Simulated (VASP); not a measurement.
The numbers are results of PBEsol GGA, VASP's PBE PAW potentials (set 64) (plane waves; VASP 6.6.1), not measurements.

Input for VASP

**POSCAR**
```
NbZr3C4
1
    0.0000000000     2.3050131442     2.3050131442
    2.3050131442     0.0000000000     2.3050131442
    9.2258531773     9.2258531773    -0.0058006005
Zr C Nb
3 4 1
Direct
  0.0052141756   0.0052141756   0.9960893683
  0.0000000000   1.0000000000   0.2500000000
  0.9947858244   0.9947858244   0.5039106317
  0.5035375456   0.5035375456   0.1223468408
  0.4964624544   0.4964624544   0.3776531592
  0.4889880757   0.4889880757   0.6332589432
  0.5110119243   0.5110119243   0.8667410568
  0.0000000000   1.0000000000   0.7500000000
```

KPOINTS:
```
k-points along high-symmetry lines
12
Line-mode
Reciprocal
  0.000000   0.000000   0.000000 ! GAMMA
  0.000000   0.000000  -0.500000 ! T

  0.000000   0.000000  -0.500000 ! T
 -0.328125   0.328125  -0.500000 ! H_2

 -0.343750   0.328125  -0.187500 ! H_0
  0.000000   0.500000   0.500000 ! L

  0.000000   0.500000   0.500000 ! L
  0.000000   0.000000   0.000000 ! GAMMA

  0.000000   0.000000   0.000000 ! GAMMA
 -0.335938   0.335938   0.000000 ! S_0

 -0.335938   0.328125  -0.343750 ! S_2
 -0.500000   0.000000  -1.000000 ! F

 -0.500000   0.000000  -1.000000 ! F
  0.000000   0.000000   0.000000 ! GAMMA
```

**INCAR**
```
# general
SYSTEM  = NbZr3C4
PREC    = Accurate
ENCUT   = 520
LREAL   = .False.
LASPH   = .True.
ICHARG  = 11

# electronic loop
EDIFF   = 1E-7
NELM    = 100
ALGO    = Normal
LMAXMIX = 4

# smearing
ISMEAR  = 0
SIGMA   = 0.05

# functional
GGA     = PS

# output
LWAVE   = .False.
LCHARG  = .False.
LORBIT  = 11
```

POTCAR, in this order: Zr_sv C Nb_sv (PBE.64 set). Program: vasp_std. Read from the step before: CHGCAR.

The resulting files:

**OSZICAR**
```
       N       E                     dE             d eps       ncg     rms          rms(c)
DAV:   1     0.669894756009E+03    0.66989E+03   -0.35401E+04  6552   0.169E+03
DAV:   2    -0.105094875584E+02   -0.68040E+03   -0.65884E+03  7615   0.538E+02
DAV:   3    -0.758227862626E+02   -0.65313E+02   -0.63521E+02 11200   0.126E+02
DAV:   4    -0.801430921933E+02   -0.43203E+01   -0.42512E+01  9929   0.299E+01
DAV:   5    -0.803820686834E+02   -0.23898E+00   -0.23693E+00 10213   0.733E+00
DAV:   6    -0.803919944435E+02   -0.99258E-02   -0.98901E-02 10280   0.134E+00
DAV:   7    -0.803926013501E+02   -0.60691E-03   -0.60631E-03 10285   0.319E-01
DAV:   8    -0.803926389428E+02   -0.37593E-04   -0.37569E-04  9240   0.591E-02
DAV:   9    -0.803926418476E+02   -0.29048E-05   -0.29036E-05  8773   0.169E-02
DAV:  10    -0.803926420639E+02   -0.21638E-06   -0.21653E-06  6816   0.403E-03
DAV:  11    -0.803926420819E+02   -0.17949E-07   -0.17139E-07  5924   0.151E-03
   1 F= -.80392642E+02 E0= -.80390177E+02  d E =-.493066E-02
```

File OUTCAR:
```
 val. band max:       10.6952086862   @ k =   0.0000   0.0000  -0.2727

 cond. band min:      10.7132285560   @ k =   0.0000   0.1364   0.1364



 k-point     1 :       0.0000    0.0000    0.0000
  band No.  band energies     occupation
      1     -44.8083      2.00000
      2     -37.5880      2.00000
      3     -37.5807      2.00000
      4     -37.3710      2.00000
      5     -20.9709      2.00000
      6     -20.7043      2.00000
      7     -20.7043      2.00000
      8     -16.1096      2.00000
      9     -15.8895      2.00000
     10     -15.3993      2.00000
     11     -15.3788      2.00000
     12     -15.3788      2.00000
     13     -15.3753      2.00000
     14     -15.3753      2.00000
     15     -15.1711      2.00000
     16     -15.1711      2.00000
     17      -1.6122      2.00000
     18      -0.0471      2.00000
     19      -0.0047      2.00000
     20       1.9889      2.00000
     21       4.4347      2.00000
     22       6.5079      2.00000
     23       6.5079      2.00000
     24       7.0752      2.00000
     25       7.3410      2.00000
     26       8.1404      2.00000
     27       8.1404      2.00000
     28       8.3879      2.00000
     29       8.3879      2.00000
     30      10.4620      2.00000
     31      10.4620      2.00000
     32      10.8496      0.00001
     33      11.1002      0.00000
     34      11.1239      0.00000
     35      11.1239      0.00000
     36      12.1382      0.00000
     37      12.1382      0.00000
     38      12.7410      0.00000
     39      12.8530      0.00000

 k-point     2 :       0.0000    0.0000   -0.0455
  band No.  band energies     occupation
      1     -44.8083      2.00000
      2     -37.5881      2.00000
      3     -37.5807      2.00000
      4     -37.3710      2.00000
      5     -20.9709      2.00000
      6     -20.7043      2.00000
      7     -20.7043      2.00000
      8     -16.1101      2.00000
      9     -15.8888      2.00000
     10     -15.3995      2.00000
...
```

The density is held fixed in this step, so its total energy and stress have no physical meaning.

The structure was generated: NbZr3C4 was put into an ordered model structure (R-3m), which need not be its known phase. It was relaxed first. The electron count is odd and the run is not spin-polarised, which forces a metal.
